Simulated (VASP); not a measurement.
# ZnRe2 (Fm-3m) in VASP: reference runs

Reference runs on ZnRe2: the cell as given.

Everything below comes from runs of VASP 6.6.1. Logs are shortened: lines on timing, memory, paths and dates and some standing lists are left out, and cuts for length are marked.

### 1 The crystal as given

Symmetry: Fm-3m, No. 225, cubic system. The conventional cell has a = 5.791 Å, b = 5.791 Å, c = 5.791 Å, α = 90.00°, β = 90.00°, γ = 90.00°. Around Zn (site symmetry m-3m) lie 8 Re at 2.51 Å. Around Re (site symmetry -43m) lie 4 Zn at 2.51 Å.

The cell was built by a generator and needn't be a form met in nature.

### 2 Single point, PBE

INCAR

```
  ALGO = Normal
  EDIFF = 1E-7
  ENCUT = 520
  GGA = PE
  ISIF = 2
  ISMEAR = -1
  LASPH = True
  LCHARG = False
  LREAL = False
  LWAVE = False
  NBANDS = 20
  NELM = 100
  PREC = Accurate
  SIGMA = 0.05
```

KPOINTS

```
k-points
0
Gamma
  8 8 8
```

POSCAR

```
ZnRe2
1.0
    0.0000000000      2.8955600000      2.8955600000
    2.8955600000      0.0000000000      2.8955600000
    2.8955600000      2.8955600000      0.0000000000
Zn Re
1 2
Direct
    0.0000000000      0.0000000000      0.0000000000
    0.7500000000      0.7500000000      0.7500000000
    0.2500000000      0.2500000000      0.2500000000
```

Potentials or basis: VASP PAW PBE potentials, release 64 (Zn, Re).

Command:

```
$ cat potpaw_PBE.64/Zn/POTCAR potpaw_PBE.64/Re/POTCAR > POTCAR
$ mpirun -np 1 vasp_std > vasp.out
```

OUTCAR:

```text
EDIFF = 1E-7
   ENCUT = 520
   GGA = PE
   ISIF = 2
   ISMEAR = -1
   LASPH = True
   LREAL = False
   NELM = 100
   PREC = Accurate

 ion  position               nearest neighbor table
   1  0.000  0.000  0.000-   2 2.51   3 2.51   2 2.51   2 2.51   2 2.51   3 2.51   3 2.51   3 2.51

   2  0.750  0.750  0.750-   1 2.51   1 2.51   1 2.51   1 2.51   3 2.90   3 2.90   3 2.90   3 2.90
                             3 2.90   3 2.90
   3  0.250  0.250  0.250-   1 2.51   1 2.51   1 2.51   1 2.51   2 2.90   2 2.90   2 2.90   2 2.90
                             2 2.90   2 2.90

  LATTYP: Found a face centered cubic cell.
 ALAT       =     5.7911200000

  Lattice vectors:

 A1 = (   0.0000000000,   2.8955600000,   2.8955600000)
 A2 = (   2.8955600000,   0.0000000000,   2.8955600000)
 A3 = (   2.8955600000,   2.8955600000,   0.0000000000)

Analysis of symmetry for initial positions (statically):
=====================================================================
 Subroutine PRICEL returns:
 Original cell was already a primitive cell.

 Routine SETGRP: Setting up the symmetry group for a
 face centered cubic supercell.

 Subroutine GETGRP returns: Found 48 space group operations
 (whereof 48 operations were pure point group operations)
 out of a pool of 48 trial point group operations.

The static configuration has the point symmetry O_h .

Analysis of symmetry for dynamics (positions and initial velocities):
=====================================================================
 Subroutine PRICEL returns:
 Original cell was already a primitive cell.

 Routine SETGRP: Setting up the symmetry group for a
 face centered cubic supercell.

 Subroutine GETGRP returns: Found 48 space group operations
 (whereof 48 operations were pure point group operations)
 out of a pool of 48 trial point group operations.

The dynamic configuration has the point symmetry O_h .

 Subroutine INISYM returns: Found 48 space group operations
 (whereof 48 operations are pure point group operations),
 and found     1 'primitive' translations

----------------------------------------------------------------------------------------

                                     Primitive cell

  volume of cell :      48.5543

  direct lattice vectors                    reciprocal lattice vectors
     0.000000000  2.895560000  2.895560000    -0.172678169  0.172678169  0.172678169
     2.895560000  0.000000000  2.895560000     0.172678169 -0.172678169  0.172678169
     2.895560000  2.895560000  0.000000000     0.172678169  0.172678169 -0.172678169

  length of vectors
     4.094940223  4.094940223  4.094940223     0.299087363  0.299087363  0.299087363

  position of ions in fractional coordinates (direct lattice)
     0.000000000  0.000000000  0.000000000
     0.750000000  0.750000000  0.750000000
     0.250000000  0.250000000  0.250000000

  ion indices of the primitive-cell ions
   primitive index   ion index
                 1           1
                 2           2
                 3           3

----------------------------------------------------------------------------------------

 KPOINTS: k-points

Automatic generation of k-mesh.
 Grid dimensions read from file:
 generate k-points for:    8    8    8

 Generating k-lattice:

  Cartesian coordinates                     Fractional coordinates (reciprocal lattice)
    -0.021584771  0.021584771  0.021584771     0.125000000  0.000000000  0.000000000
     0.021584771 -0.021584771  0.021584771     0.000000000  0.125000000  0.000000000
     0.021584771  0.021584771 -0.021584771     0.000000000  0.000000000  0.125000000

  Length of vectors
     0.037385920  0.037385920  0.037385920

  Shift w.r.t. Gamma in fractional coordinates (k-lattice)
     0.000000000  0.000000000  0.000000000

 Subroutine IBZKPT returns following result:
 ===========================================

 Found     29 irreducible k-points:

 Following reciprocal coordinates:
            Coordinates               Weight
  0.000000  0.000000  0.000000      1.000000
  0.125000  0.000000  0.000000      8.000000
  0.250000  0.000000  0.000000      8.000000
  0.375000  0.000000  0.000000      8.000000
  0.500000  0.000000  0.000000      4.000000
  0.125000  0.125000  0.000000      6.000000
[... 16 lines left out ...]
  0.500000  0.250000  0.125000     48.000000
 -0.375000  0.250000  0.125000     24.000000
 [... further k-points ...]
   k-points           NKPTS =     29   k-points in BZ     NKDIM =     29   number of bands    NBANDS=     20
   number of dos      NEDOS =    301   number of ions     NIONS =      3
   total plane-waves  NPLWV =  27000
   dimension x,y,z NGX =    30 NGY =   30 NGZ =   30
   dimension x,y,z NGXF=    60 NGYF=   60 NGZF=   60
   ions per type =               1   2
   NGX,Y,Z   is equivalent  to a cutoff of  12.18, 12.18, 12.18 a.u.
   NGXF,Y,Z  is equivalent  to a cutoff of  24.36, 24.36, 24.36 a.u.
 SYSTEM =  unknown system
   PREC   = accura    normal or accurate (medium, high low for compatibility)
   ISTART =      0    job   : 0-new  1-cont  2-samecut
   ICHARG =      2    charge: 1-file 2-atom 10-const
   ISPIN  =      1    spin polarized calculation?
   LNONCOLLINEAR =      F non collinear calculations
   LSORBIT =      F    spin-orbit coupling
   LASPH  =      T    aspherical Exc in radial PAW
   ENCUT  =  520.0 eV  38.22 Ry    6.18 a.u.   7.61  7.61  7.61*2*pi/ulx,y,z
   NELM   =    100;   NELMIN=  2; NELMDL= -5     # of ELM steps
   EDIFF  = 0.1E-06   stopping-criterion for ELM
   LREAL  =      F    real-space projection
   EDIFFG = 0.1E-05   stopping-criterion for IOM
   NSW    =      0    number of steps for IOM
   IBRION =     -1    ionic relax: 0-MD 1-quasi-New 2-CG
   NFREE  =      0    steps in history (QN), initial steepest desc. (CG)
   ISIF   =      2    stress and relaxation
   ISYM   =      2    0-nonsym 1-usesym 2-fastsym
   POTIM  = 0.5000    time-step for ionic-motion
   TEBEG  =    0.0;   TEEND  =   0.0 temperature during run
   PSTRESS=    0.0 pullay stress
   NELECT =      26.0000    total number of electrons
   NUPDOWN=      -1.0000    fix difference up-down
   EMIN   =  10.00;   EMAX   =-10.00  energy-range for DOS
   EFERMI =   0.00;   METHOD = LEGACY
   ISMEAR =    -1;   SIGMA  =   0.05  broadening in eV -4-tet -1-fermi 0-gaus
   EFERMI_NEDOS =   21; number of points for ismear=-14 and -15
   IALGO  =     38    algorithm
   IMIX   =      4    mixing-type and parameters
     AMIX     =   0.40;   BMIX     =  1.00
     AMIX_MAG =   1.60;   BMIX_MAG =  1.00
  volume/ion in A,a.u.               =      16.18       109.22
  Fermi-wavevector in a.u.,A,eV,Ry     =   1.329403  2.512208 24.045751  1.767313
  Thomas-Fermi vector in A             =   2.458568
   LORBIT       =      0    0 simple, 1 ext, 2 COOP (PROOUT), +10 PAW based schemes
   GGA     = PE    functional components
   LHFCALC =     F    Hartree Fock is set to
   AEXX    =    0.0000 exact exchange contribution
   IVDW    =     0    specifies the selected vdW correction
   LEPSILON=     F    determine dielectric tensor
   LRPA    =     F    only Hartree local field effects (RPA)
 non-spin polarized calculation
  energy-cutoff  :      520.00
  volume of cell :       48.55
 maximum number of plane-waves:      1325
   NGX = 15   NGY = 15   NGZ = 15

 number of electron      26.0000001 magnetization

 Free energy of the ion-electron system (eV)
  ---------------------------------------------------
  ext. energy  EPLUGINS =         0.00000000
  ---------------------------------------------------
  free energy    TOTEN  =       -22.06846921 eV

  energy without entropy =      -22.03335867  energy(sigma->0) =      -22.05091394

 E-fermi :   5.2891     XC(G=0): -12.4622

 val. band max:        5.2875807394   @ k =  -0.3750   0.3750   0.0000
 cond. band min:       5.3170475361   @ k =   0.5000   0.2500   0.1250
 fundamental gap:      0.0294667967
 Fermi energy:         5.2890868197

 k-point     1 :       0.0000    0.0000    0.0000
  band No.  band energies     occupation
      1      -4.3079      2.00000
      2      -2.5622      2.00000
      3      -2.5622      2.00000
      4      -2.4284      2.00000
      5      -2.4284      2.00000
      6      -2.4284      2.00000
[... 12 lines left out ...]
     19      12.6497      0.00000
     20      12.6497      0.00000

 k-point     2 :       0.1250    0.0000    0.0000
  band No.  band energies     occupation
      1      -4.0459      2.00000
      2      -2.5321      2.00000
      3      -2.5321      2.00000
      4      -2.4574      2.00000
      5      -2.4407      2.00000
      6      -2.4407      2.00000
[... 12 lines left out ...]
     19      13.2228      0.00000
     20      13.2228      0.00000

 k-point     3 :       0.2500    0.0000    0.0000
  band No.  band energies     occupation
      1      -3.3238      2.00000
      2      -2.4903      2.00000
      3      -2.4697      2.00000
      4      -2.4697      2.00000
      5      -2.4601      2.00000
      6      -2.4601      2.00000
[... 12 lines left out ...]
     19      13.8742      0.00000
     20      13.8746      0.00000

 k-point     4 :       0.3750    0.0000    0.0000
  band No.  band energies     occupation
      1      -2.7089      2.00000
      2      -2.4983      2.00000
      3      -2.4983      2.00000
      4      -2.3894      2.00000
      5      -2.3894      2.00000
      6      -2.0947      2.00000
[... 12 lines left out ...]
     19      14.0468      0.00000
     20      14.0541      0.00000

 k-point     5 :       0.5000    0.0000    0.0000
  band No.  band energies     occupation
      1      -2.6658      2.00000
      2      -2.5100      2.00000
      3      -2.5100      2.00000
      4      -2.3606      2.00000
      5      -2.3606      2.00000
      6      -1.4735      2.00000
[... 12 lines left out ...]
     19      14.0715      0.00000
     20      14.1587      0.00000

 k-point     6 :       0.1250    0.1250    0.0000
  band No.  band energies     occupation
      1      -3.9629      2.00000
      2      -2.5358      2.00000
      3      -2.5111      2.00000
      4      -2.4625      2.00000
      5      -2.4483      2.00000
      6      -2.4483      2.00000
[... 12 lines left out ...]
     19      11.8156      0.00000
     20      13.0257      0.00000

 k-point     7 :       0.2500    0.1250    0.0000
  band No.  band energies     occupation
      1      -3.4031      2.00000
      2      -2.5137      2.00000
      3      -2.4947      2.00000
      4      -2.4715      2.00000
      5      -2.4608      2.00000
      6      -2.4440      2.00000
[... 12 lines left out ...]
     19      12.3223      0.00000
     20      12.9192      0.00000
[... 277 lines left out ...]
 k-point    20 :      -0.3750    0.3750    0.0000
  band No.  band energies     occupation
      1      -2.7557      2.00000
      2      -2.5884      2.00000
      3      -2.5197      2.00000
      4      -2.4623      2.00000
      5      -2.2474      2.00000
      6      -0.8174      2.00000
[... 12 lines left out ...]
     19      10.1312      0.00000
     20      13.7914      0.00000

 k-point    21 :       0.5000    0.5000    0.0000
  band No.  band energies     occupation
      1      -2.7941      2.00000
      2      -2.5635      2.00000
      3      -2.5114      2.00000
      4      -2.5114      2.00000
      5      -2.1997      2.00000
      6      -0.8085      2.00000
[... 12 lines left out ...]
     19       9.5546      0.00000
     20      13.0407      0.00000

 k-point    22 :       0.3750    0.2500    0.1250
  band No.  band energies     occupation
      1      -2.8416      2.00000
      2      -2.5683      2.00000
      3      -2.4853      2.00000
      4      -2.4822      2.00000
      5      -2.3790      2.00000
      6      -2.3733      2.00000
[... 12 lines left out ...]
     19      11.6494      0.00000
     20      14.0179      0.00000

 k-point    23 :       0.5000    0.2500    0.1250
  band No.  band energies     occupation
      1      -2.6683      2.00000
      2      -2.6062      2.00000
      3      -2.5028      2.00000
      4      -2.4233      2.00000
      5      -2.3277      2.00000
      6      -1.6934      2.00000
[... 12 lines left out ...]
     19      11.2783      0.00000
     20      15.0692      0.00000

 k-point    24 :      -0.3750    0.2500    0.1250
  band No.  band energies     occupation
      1      -2.6731      2.00000
      2      -2.6188      2.00000
      3      -2.5106      2.00000
      4      -2.3945      2.00000
      5      -2.3117      2.00000
      6      -1.1656      2.00000
[... 12 lines left out ...]
     19      11.1217      0.00000
     20      15.1439      0.00000

 [... further k-points ...]

------------------------ aborting loop because EDIFF is reached ----------------------------------------

  FORCE on cell =-STRESS in cart. coord.  units (eV):
  Direction    XX          YY          ZZ          XY          YZ          ZX
  --------------------------------------------------------------------------------------
  -------------------------------------------------------------------------------------
  Total        0.0787370      0.0787370      0.0787370      0.0000000      0.0000000      0.0000000
  in kB        2.5981337      2.5981337      2.5981337      0.0000000      0.0000000      0.0000000
  external PRESSURE =       2.5981337 kB  Pullay stress =       0.0000000 kB

 VOLUME and BASIS-vectors are now :
 -----------------------------------------------------------------------------
  energy-cutoff  :      520.00
  volume of cell :       48.55
      direct lattice vectors                 reciprocal lattice vectors
     0.000000000  2.895560000  2.895560000    -0.172678169  0.172678169  0.172678169
     2.895560000  0.000000000  2.895560000     0.172678169 -0.172678169  0.172678169
     2.895560000  2.895560000  0.000000000     0.172678169  0.172678169 -0.172678169

 POSITION                                       TOTAL-FORCE (eV/Angst)
 -----------------------------------------------------------------------------------
      0.00000      0.00000      0.00000        -0.000000      0.000000     -0.000000
      4.34334      4.34334      4.34334        -0.000000     -0.000000     -0.000000
      1.44778      1.44778      1.44778         0.000000      0.000000      0.000000
 -----------------------------------------------------------------------------------
    total drift:                                0.000000     -0.000000     -0.000000

  FREE ENERGIE OF THE ION-ELECTRON SYSTEM (eV)
  ---------------------------------------------------
  free  energy   TOTEN  =       -22.0684692067 eV

  energy  without entropy=      -22.0333586724  energy(sigma->0) =      -22.05091394
```

Run time: 27 s. Hardware: 1 thread of Intel Xeon Platinum 8488C (Sapphire Rapids), shared host; peak memory 0.17 GiB.

Results:

| Quantity | Value |
| --- | --- |
| Free energy | -22.0685 eV |
| Pressure | 0.3 GPa |
| Band gap on the k mesh | none (metal or under the smearing width) |
